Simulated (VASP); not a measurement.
Given:

```
CELL_PARAMETERS angstrom
      4.36731     0.00000     0.00000
      0.00000     4.36731     0.00000
      0.00000     0.00000     3.24108
ATOMIC_POSITIONS crystal
  Hg 0.50000 0.00000 0.21235
  Hg 0.00000 0.50000 0.78765
  O  0.00000 0.00000 0.00000
  O  0.50000 0.50000 0.00000
```

Method: PBEsol GGA, VASP's PBE PAW potentials (set 64) (plane waves; VASP 6.6.1). Numerical set-up: 520 eV cut-off, 6×6×9 Γ-centred mesh, first-order Methfessel-Paxton smearing of 0.10 eV, potentials Hg O.

Without a dispersion term in the relaxation, distances and binding between the weakly bound layers, chains or molecules are unreliable, and so is what depends on them. Unless said otherwise, spin-orbit coupling is left out, though it shifts the bands of the heavy elements here.

Task: Predict the energy per atom (σ→0), band gap (on the k-mesh) with the smallest direct gap where there is one.

Result: 
* **band gap (on the k-mesh)**: none (metal, semimetal or under 0.01 eV)
* **energy per atom (σ→0)**: -2.918 eV/atom

Only differences to runs with the same potentials and settings are physical.

The structure was generated: HgO was put into the litharge type (P4/nmm), which need not be its known phase. It was relaxed first, which changed the volume by +5 %. The start is the result of an earlier pass.
